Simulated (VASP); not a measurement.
Energy against volume of CuI (zinc blende). All values below come from PBE GGA with D4 dispersion, VASP's PBE PAW potentials (set 64) (plane waves; VASP). Settings: 520 eV cut-off, 8×8×8 Γ-centred mesh, Gaussian smearing of 0.050 eV, potentials Cu I.

```csv
V (Å³/atom),E (eV/atom)
25.052,-3.13817
25.852,-3.15027
26.651,-3.15389
27.451,-3.15044
```

Q: Fit these four points and predict the energy of the run at 28.250 Å³/atom.

A: A cubic in V^(−2/3), the third-order Birch-Murnaghan form, passes through the four points with V0 = 26.64 Å³/atom and B0 = 47 GPa, and gives -3.1411 eV/atom there. The run gave -3.1411 eV/atom, -0.0 meV/atom from the fit; all five points give B0 = 47 GPa.

The compound is CuI in the zinc blende structure. It was relaxed first.
